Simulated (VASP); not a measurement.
# ZrTaO4 (P-6m2) in VASP: notebook

One crystal, ZrTaO4, is run at these levels: PBE; tasks: relaxation of cell and atoms.

Everything below comes from runs of VASP 6.6.1. Logs are shortened: lines on timing, memory, paths and dates and some standing lists are left out, and cuts for length are marked.

## (1) Starting point

The structure is hexagonal, space group P-6m2 (No. 187). Conventional cell: a = 4.598 Å, b = 4.598 Å, c = 4.721 Å, α = 90.00°, β = 90.00°, γ = 120.00°. Around Zr (site symmetry -6m2) lie 2 O at 2.36 Å and 3 Ta at 2.65 Å. Ta (site symmetry -6m2) is surrounded by 3 Zr at 2.65 Å. O (site symmetry -6m2) has 3 O at 1.59 Å as nearest neighbours. Around O (site symmetry mm2) lie 1 O at 1.59 Å.

The cell was built by a generator and needn't be a form met in nature.

## (2) Relaxation of cell and atoms, PBE

The input, INCAR:

```
PREC = Normal
ENCUT = 520
EDIFF = 1E-4
ISMEAR = 0
SIGMA = 0.15
LREAL = F
LASPH = T
NELM = 60
ALGO = Fast
ISIF = 3
LWAVE = F
LCHARG = F
GGA = PE
IBRION = 2
NSW = 24
EDIFFG = -0.08
```

The input, KPOINTS:

```
Automatic mesh
0
Gamma
  4 4 3
```

The input, POSCAR:

```
ZrTaO4
1.0
    4.5976646600      0.0000000000      0.0000000000
   -2.2988323300      3.9816944000      0.0000000000
    0.0000000000      0.0000000000      4.7205243200
Zr Ta O
1 1 4
Direct
    0.6666666700      0.3333333300      0.5000000000
    0.3333333300      0.6666666700      0.5000000000
    0.6666666700      0.3333333300      0.0000000000
    0.8669225800      0.1330774200      0.0000000000
    0.8669225800      0.7338451500      0.0000000000
    0.2661548500      0.1330774200      0.0000000000
```

Potentials or basis: VASP PAW PBE potentials, release 64 (Zr_sv, Ta_pv, O).

Run with:

```sh
cat potpaw_PBE.64/Zr_sv/POTCAR potpaw_PBE.64/Ta_pv/POTCAR potpaw_PBE.64/O/POTCAR > POTCAR
mpirun -np 1 vasp_std > vasp.out
```

OUTCAR:

```text
PREC = Normal
   ENCUT = 520
   EDIFF = 1E-4
   ISMEAR = 0
   LREAL = F
   LASPH = T
   NELM = 60
   ISIF = 3
   GGA = PE
   IBRION = 2
   NSW = 24
   EDIFFG = -0.08

 ion  position               nearest neighbor table
   1  0.667  0.333  0.500-   3 2.36   3 2.36   2 2.65   2 2.65   2 2.65   6 2.85   6 2.85   4 2.85
                             4 2.85   5 2.85   5 2.85
   2  0.333  0.667  0.500-   1 2.65   1 2.65   1 2.65
   3  0.667  0.333  0.000-   6 1.59   4 1.59   5 1.59   1 2.36   1 2.36
   4  0.867  0.133  0.000-   3 1.59   6 1.84   5 1.84   1 2.85   1 2.85
   5  0.867  0.734  0.000-   3 1.59   4 1.84   6 1.84   1 2.85   1 2.85
   6  0.266  0.133  0.000-   3 1.59   4 1.84   5 1.84   1 2.85   1 2.85

  LATTYP: Found a hexagonal cell.
 ALAT       =     4.5976646600
 C/A-ratio  =     1.0267221881

  Lattice vectors:

 A1 = (   4.5976646600,   0.0000000000,   0.0000000000)
 A2 = (  -2.2988323300,   3.9816944000,   0.0000000000)
 A3 = (   0.0000000000,   0.0000000000,   4.7205243200)

Analysis of symmetry for initial positions (statically):
=====================================================================
 Subroutine PRICEL returns:
 Original cell was already a primitive cell.

 Routine SETGRP: Setting up the symmetry group for a
 hexagonal supercell.

 Subroutine GETGRP returns: Found 12 space group operations
 (whereof 12 operations were pure point group operations)
 out of a pool of 24 trial point group operations.

The static configuration has the point symmetry D_3h.

Analysis of symmetry for dynamics (positions and initial velocities):
=====================================================================
 Subroutine PRICEL returns:
 Original cell was already a primitive cell.

 Routine SETGRP: Setting up the symmetry group for a
 hexagonal supercell.

 Subroutine GETGRP returns: Found 12 space group operations
 (whereof 12 operations were pure point group operations)
 out of a pool of 24 trial point group operations.

The dynamic configuration has the point symmetry D_3h.

 Subroutine INISYM returns: Found 12 space group operations
 (whereof 12 operations are pure point group operations),
 and found     1 'primitive' translations

----------------------------------------------------------------------------------------

                                     Primitive cell

  volume of cell :      86.4163

  direct lattice vectors                    reciprocal lattice vectors
     4.597664660  0.000000000  0.000000000     0.217501726  0.125574680  0.000000000
    -2.298832330  3.981694400  0.000000000     0.000000000  0.251149360  0.000000000
     0.000000000  0.000000000  4.720524320     0.000000000  0.000000000  0.211840874

  length of vectors
     4.597664660  4.597664666  4.720524320     0.251149360  0.251149360  0.211840874

  position of ions in fractional coordinates (direct lattice)
     0.666666670  0.333333330  0.500000000
     0.333333330  0.666666670  0.500000000
     0.666666670  0.333333330  0.000000000
     0.866922580  0.133077420  0.000000000
     0.866922580  0.733845150  0.000000000
     0.266154850  0.133077420  0.000000000

  ion indices of the primitive-cell ions
   primitive index   ion index
                 1           1
                 2           2
                 3           3
                 4           4
                 5           5
                 6           6

----------------------------------------------------------------------------------------

 KPOINTS: Automatic mesh

Automatic generation of k-mesh.
 Grid dimensions read from file:
 generate k-points for:    4    4    3

 Generating k-lattice:

  Cartesian coordinates                     Fractional coordinates (reciprocal lattice)
     0.054375432  0.031393670  0.000000000     0.250000000 -0.000000000  0.000000000
     0.000000000  0.062787340  0.000000000     0.000000000  0.250000000  0.000000000
     0.000000000  0.000000000  0.070613625     0.000000000  0.000000000  0.333333333

  Length of vectors
     0.062787340  0.062787340  0.070613625

[... 47 lines left out ...]

  energy without entropy =      -31.07194818  energy(sigma->0) =      -31.11810378

------------------------ aborting loop because EDIFF is reached ----------------------------------------

  FORCE on cell =-STRESS in cart. coord.  units (eV):
  Direction    XX          YY          ZZ          XY          YZ          ZX
  --------------------------------------------------------------------------------------
  -------------------------------------------------------------------------------------
  Total       16.7165970     16.7165971    -11.3511433      0.0000000      0.0000000      0.0000000
  in kB      309.9295600    309.9295610   -210.4528113      0.0000000      0.0000000      0.0000000
  external PRESSURE =     136.4687699 kB  Pullay stress =       0.0000000 kB
[... 65 lines left out ...]
  energy  without entropy=      -34.3572881970  energy(sigma->0) =      -34.39716977

--------------------------------------- Ionic step        3  -------------------------------------------

 number of electron      46.9999918 magnetization

 E-fermi :   2.9054     XC(G=0):  -9.7155

 val. band max:        2.7839894017   @ k =   0.2500  -0.0000   0.3333
 cond. band min:       2.9359654301   @ k =   0.2500  -0.0000   0.3333
 fundamental gap:      0.1519760284
 Fermi energy:         2.9054492177

 k-point     1 :       0.0000    0.0000    0.0000
  band No.  band energies     occupation
      1     -46.6007      2.00000
      2     -33.2133      2.00000
      3     -32.6160      2.00000
      4     -32.6160      2.00000
      5     -24.8582      2.00000
      6     -24.5151      2.00000
[... 270 lines left out ...]
  FREE ENERGIE OF THE ION-ELECTRON SYSTEM (eV)
  ---------------------------------------------------
  free  energy   TOTEN  =       -34.5671175132 eV

  energy  without entropy=      -34.4784440906  energy(sigma->0) =      -34.52278080

 E-fermi :   4.1703     XC(G=0): -10.3544

 val. band max:        4.1598687797   @ k =   0.2500   0.2500   0.3333
 cond. band min:       4.1958710331   @ k =   0.0000   0.0000   0.0000
 fundamental gap:      0.0360022535
 Fermi energy:         4.1702625706

 k-point     1 :       0.0000    0.0000    0.0000
  band No.  band energies     occupation
      1     -45.0168      2.00000
      2     -31.7465      2.00000
      3     -31.4376      2.00000
      4     -31.4376      2.00000
      5     -24.0605      2.00000
      6     -22.9919      2.00000
[... 237 lines left out ...]
     27       4.8927      0.00000
     28       4.9647      0.00000

[... ionic steps 4 to 9 ...]

--------------------------------------- Ionic step       10  -------------------------------------------

 number of electron      46.9999980 magnetization

------------------------ aborting loop because EDIFF is reached ----------------------------------------

  FORCE on cell =-STRESS in cart. coord.  units (eV):
  Direction    XX          YY          ZZ          XY          YZ          ZX
  --------------------------------------------------------------------------------------
  -------------------------------------------------------------------------------------
  Total        0.0362988      0.0362988      0.0294411      0.0000000     -0.0000000      0.0000000
  in kB        0.6245826      0.6245826      0.5065843      0.0000000     -0.0000000      0.0000000
  external PRESSURE =       0.5852499 kB  Pullay stress =       0.0000000 kB
[... 65 lines left out ...]
  energy  without entropy=      -35.0374935680  energy(sigma->0) =      -35.07961078

--------------------------------------- Ionic step       12  -------------------------------------------

 number of electron      47.0000033 magnetization

 Free energy of the ion-electron system (eV)
  ---------------------------------------------------
  ext. energy  EPLUGINS =         0.00000000
  ---------------------------------------------------
  free energy    TOTEN  =       -35.12687852 eV

  energy without entropy =      -35.04223985  energy(sigma->0) =      -35.08455919

 E-fermi :   3.9515     XC(G=0): -10.2683

 val. band max:        3.8503790711   @ k =   0.2500  -0.0000   0.3333
 cond. band min:       3.9531131917   @ k =   0.5000  -0.0000   0.3333
 fundamental gap:      0.1027341206
 Fermi energy:         3.9515384674

 k-point     1 :       0.0000    0.0000    0.0000
  band No.  band energies     occupation
      1     -45.2302      2.00000
      2     -32.0379      2.00000
      3     -31.5369      2.00000
      4     -31.5369      2.00000
      5     -23.7795      2.00000
      6     -23.1982      2.00000
[... 270 lines left out ...]
  FREE ENERGIE OF THE ION-ELECTRON SYSTEM (eV)
  ---------------------------------------------------
  free  energy   TOTEN  =       -35.1268785247 eV

  energy  without entropy=      -35.0422398534  energy(sigma->0) =      -35.08455919

 reached required accuracy - stopping structural energy minimisation
```

Wall time 2.4 min (1 thread of Intel Xeon Platinum 8259CL at 2.50GHz (Skylake/Cascade Lake), shared host); peak memory 0.17 GiB.

Results:

```
Free energy                            : -35.1269 eV
Relaxed volume                         : 15.41 Å³/atom
Relaxed cell                           : a = 5.221 Å, b = 5.221 Å, c = 3.917 Å, α = 90.00°, β = 90.00°, γ = 120.00°
Space group after relaxing (to 0.05 Å) : P-6m2 (No. 187)
Energy gained by relaxing              : 660.4 meV/atom
Ionic steps                            : 12
Pressure after relaxing                : 0.1 GPa
Largest force after relaxing           : 0.034 eV/Å
Band gap on the k mesh                 : none (metal or under the smearing width)
```

Forces on the atoms (eV/Å):
```
Zr   0.000  0.000  0.000
Ta   0.000  0.000  0.000
O    0.000  0.000  0.000
O    0.029 -0.017  0.000
O    0.000  0.034  0.000
O   -0.029 -0.017  0.000
```

Stress tensor (GPa, compression positive):
```
-0.06  0.00  0.00
 0.00 -0.06  0.00
 0.00  0.00  0.46
```

Step by step:
```
step  energy change (eV)  largest force (eV/Å)  pressure (GPa)  volume (Å³)
   1              0.0000                1.3478           13.65        86.42
   2             -3.2728                0.1499           -9.10       101.06
   3             -3.4029                0.2174          -11.19       103.73
   4             -3.2033                0.8057           10.63        90.35
   5             -3.8776                0.0810           -3.93        97.20
   6             -3.8788                0.0932           -3.50        96.96
   7             -3.9396                0.3109            0.31        93.05
   8             -3.9412                0.2838           -0.11        93.54
   9             -3.9412                0.2772           -0.22        93.64
  10             -3.9508                0.2143            0.06        93.11
  11             -3.9575                0.1131            1.07        92.08
  12             -3.9626                0.0338            0.12        92.47
```

Final structure:
```cif
data_structure
_symmetry_space_group_name_H-M 'P 1'
_symmetry_Int_Tables_number 1
_cell_length_a 5.2209
_cell_length_b 5.2209
_cell_length_c 3.9173
_cell_angle_alpha 90.000
_cell_angle_beta 90.000
_cell_angle_gamma 120.000
_cell_volume 92.47
loop_
_atom_site_label
_atom_site_type_symbol
_atom_site_fract_x
_atom_site_fract_y
_atom_site_fract_z
_atom_site_occupancy
Zr1 Zr 0.66667 0.33333 0.50000 1
Ta1 Ta 0.33333 0.66667 0.50000 1
O1 O 0.66667 0.33333 0.00000 1
O2 O 0.86163 0.13837 0.00000 1
O3 O 0.86163 0.72326 0.00000 1
O4 O 0.27674 0.13837 0.00000 1
```

Caveat: the k mesh is coarse (spacing up to 0.44 Å⁻¹), so the values aren't converged; an odd number of electrons without spin polarisation forces a metal; a magnetic or distorted state may lie lower; the relaxation stopped at a loose force limit of 0.08 eV/Å, so its end isn't a converged minimum. The run has no spin-orbit coupling, so splittings on Ta are missing.

## (3) Relaxation of cell and atoms, PBE

This run uses another cell than the first one, of 9.73 Å³/atom, 0.675 times its volume.

INCAR is that of step 2.

KPOINTS is that of step 2.

The input, POSCAR:

```
ZrTaO4
1.0
    3.2543391600      0.0000000000      0.0000000000
    0.0000000000      3.2543391600      0.0000000000
    0.0000000000      0.0000000000      5.5117591400
Zr Ta O
1 1 4
Direct
    0.0000000000      0.0000000000      0.0000000000
    0.5000000000      0.5000000000      0.5000000000
    0.0000000000      0.0000000000      0.6049659800
    0.5000000000      0.5000000000      0.1051210000
    0.5000000000      0.5000000000      0.8948790000
    0.0000000000      0.0000000000      0.3950340200
```

Potentials or basis: VASP PAW PBE potentials, release 64 (Zr_sv, Ta_pv, O).

Run with:

```sh
cat potpaw_PBE.64/Zr_sv/POTCAR potpaw_PBE.64/Ta_pv/POTCAR potpaw_PBE.64/O/POTCAR > POTCAR
mpirun -np 1 vasp_std > vasp.out
```

Wall time 4.1 min (1 thread of Intel Xeon Platinum 8259CL at 2.50GHz (Skylake/Cascade Lake), shared host); peak memory 0.15 GiB.

Results (log left out):

```yaml
Free_energy: -53.7827 eV
Relaxed_volume: 9.41 Å³/atom
Relaxed_cell: a = 2.914 Å, b = 2.914 Å, c = 6.647 Å, α = 90.00°, β = 90.00°, γ = 90.00°
Space_group_after_relaxing_to_0.05_Å: P4/mmm (No. 123)
Energy_gained_by_relaxing: 3279.2 meV/atom
Ionic_steps: 17
Pressure_after_relaxing: -0.8 GPa
Largest_force_after_relaxing: 0.070 eV/Å
Band_gap_on_the_k_mesh: none (metal or under the smearing width)
```

Forces on the atoms (eV/Å):
```
Zr   0.000  0.000  0.000
Ta   0.000  0.000  0.000
O    0.000  0.000  0.055
O    0.000  0.000 -0.070
O    0.000  0.000  0.070
O    0.000  0.000 -0.055
```

Stress tensor (GPa, compression positive):
```
-1.21  0.00  0.00
 0.00 -1.21  0.00
 0.00  0.00 -0.02
```

Step by step:
```
step  energy change (eV)  largest force (eV/Å)  pressure (GPa)  volume (Å³)
   1              0.0000               19.1211           66.76        58.37
   2            115.7132               18.5969           49.28        97.84
   3             -8.2474                3.3320           -4.57        90.45
   4            -10.2873                3.5651           -7.94        85.05
   5            -15.6981                3.6262          -10.11        71.06
   6            -15.2944                3.4756            5.42        64.56
   7            -16.1778                2.6363           -7.22        68.85
   8            -16.2407                1.6741           -5.01        67.70
   9            -16.2400                1.9046           -5.45        67.94
  10            -17.8467                3.0833          -32.62        65.67
  11            -17.9021                2.7364          -30.27        66.27
  12            -19.3026                2.6353           -2.64        56.33
  13            -19.3035                2.6367           -3.26        56.45
  14            -19.6328                1.0560            4.50        55.60
  15            -19.6446                0.7246            3.13        55.73
  16            -19.6748                0.1465           -0.55        56.37
  17            -19.6753                0.0697           -0.81        56.45
```

Final structure:
```
Zr Ta O
1.0
     2.91413    0.00000    0.00000
     0.00000    2.91413    0.00000
     0.00000    0.00000    6.64745
Zr Ta O
1 1 4
Direct
  0.00000 0.00000 0.00000
  0.50000 0.50000 0.50000
  0.00000 0.00000 0.65597
  0.50000 0.50000 0.16398
  0.50000 0.50000 0.83602
  0.00000 0.00000 0.34403
```

Levels at points of the mesh, in eV from the Fermi level:
| k point | band 20 | band 21 | band 22 | band 23 | band 24 | band 25 | band 26 | band 27 |
| --- | --- | --- | --- | --- | --- | --- | --- | --- |
| (0.00, 0.00, 0.00) | -2.65 | -2.65 | -2.51 | -2.51 | -2.38 | -1.58 | 0.78 | 2.32 |
| (0.50, 0.00, 0.00) | -3.51 | -3.08 | -2.26 | -2.08 | 0.73 | 1.55 | 1.64 | 1.89 |
| (0.50, 0.50, 0.00) | -3.41 | -3.41 | -2.18 | -2.04 | 3.10 | 3.14 | 3.83 | 3.83 |

Caveat: the k mesh is coarse (spacing up to 0.48 Å⁻¹), so the values aren't converged; the standard files for N, O and F lose accuracy on very short bonds; an odd number of electrons without spin polarisation forces a metal; a magnetic or distorted state may lie lower; the relaxation stopped at a loose force limit of 0.08 eV/Å, so its end isn't a converged minimum. Spin-orbit coupling is left out, which matters for the levels of Ta.

## (4) Relaxation of cell and atoms, PBE

This run uses another cell than the first one, of 9.74 Å³/atom, 0.676 times its volume.

INCAR is that of step 3.

KPOINTS is that of step 3.

The input, POSCAR:

```
ZrTaO4
1.0
    3.4371092900      0.0000000000      0.0000000000
    0.0000000000      3.4371092900      0.0000000000
    0.0000000000      0.0000000000      4.9463583200
Zr Ta O
1 1 4
Direct
    0.0000000000      0.0000000000      0.0000000000
    0.5000000000      0.5000000000      0.5000000000
    0.5000000000      0.0000000000      0.7327468400
    0.0000000000      0.5000000000      0.2672531600
    0.5000000000      0.0000000000      0.2672531600
    0.0000000000      0.5000000000      0.7327468400
```

Run with:

```sh
cat potpaw_PBE.64/Zr_sv/POTCAR potpaw_PBE.64/Ta_pv/POTCAR potpaw_PBE.64/O/POTCAR > POTCAR
mpirun -np 1 vasp_std > vasp.out
```

Run time: 62 s. Hardware: 1 thread of Intel Xeon Platinum 8259CL at 2.50GHz (Skylake/Cascade Lake), shared host; peak memory 0.14 GiB.

The run converged. Its results:

* Free energy: -57.1283 eV
* Relaxed volume: 10.79 Å³/atom
* Relaxed cell: a = 3.596 Å, b = 3.596 Å, c = 5.005 Å, α = 90.00°, β = 90.00°, γ = 90.00°
* Space group after relaxing (to 0.05 Å): P4/mmm (No. 123)
* Energy gained by relaxing: 121.6 meV/atom
* Ionic steps: 7
* Pressure after relaxing: 0.2 GPa
* Largest force after relaxing: 0.074 eV/Å
* Band gap on the k mesh: none (metal or under the smearing width)

Forces in eV/Å, atoms in the order of the input:
```
Zr   0.000  0.000  0.000
Ta   0.000  0.000  0.000
O    0.000  0.000  0.074
O    0.000  0.000 -0.074
O    0.000  0.000 -0.074
O    0.000  0.000  0.074
```

Stress tensor (GPa, compression positive):
```
-0.15  0.00  0.00
 0.00 -0.15  0.00
 0.00  0.00  0.78
```

The path:
```csv
step,energy change (eV),largest force (eV/Å),pressure (GPa),volume (Å³)
1,0.0000,0.8636,34.75,58.43
2,0.9259,0.0562,-34.32,78.16
3,-0.6951,0.3268,-2.45,65.52
4,-0.6973,0.3432,-1.38,65.19
5,-0.6974,0.3524,-0.75,65.05
6,-0.7288,0.1220,0.03,64.78
7,-0.7296,0.0740,0.16,64.73
```

Final structure:
```xyz
6
Lattice="3.5964 0.0000 0.0000 0.0000 3.5964 0.0000 0.0000 0.0000 5.0047" Properties=species:S:1:pos:R:3 pbc="T T T"
Zr    0.0000    0.0000    0.0000
Ta    1.7982    1.7982    2.5023
O     1.7982    0.0000    3.7018
O     0.0000    1.7982    1.3029
O     1.7982    0.0000    1.3029
O     0.0000    1.7982    3.7018
```

Levels at points of the mesh, in eV from the Fermi level:
```
           k point  band 21  band 22  band 23  band 24  band 25  band 26  band 27  band 28
(0.00, 0.00, 0.00)    -4.16    -3.90    -3.34    -0.60    -0.34    -0.09     1.08     2.33
(0.50, 0.00, 0.00)    -5.47    -4.10    -4.02    -0.41     0.46     0.87     1.09     3.06
(0.50, 0.50, 0.00)    -4.91    -3.59    -3.48    -0.68     0.39     0.94     1.23     2.12
```

Caveat: the k mesh is coarse (spacing up to 0.46 Å⁻¹), so the values aren't converged; an odd number of electrons without spin polarisation forces a metal; a magnetic or distorted state may lie lower; the relaxation stopped at a loose force limit of 0.08 eV/Å, so its end isn't a converged minimum. The run has no spin-orbit coupling, so splittings on Ta are missing.
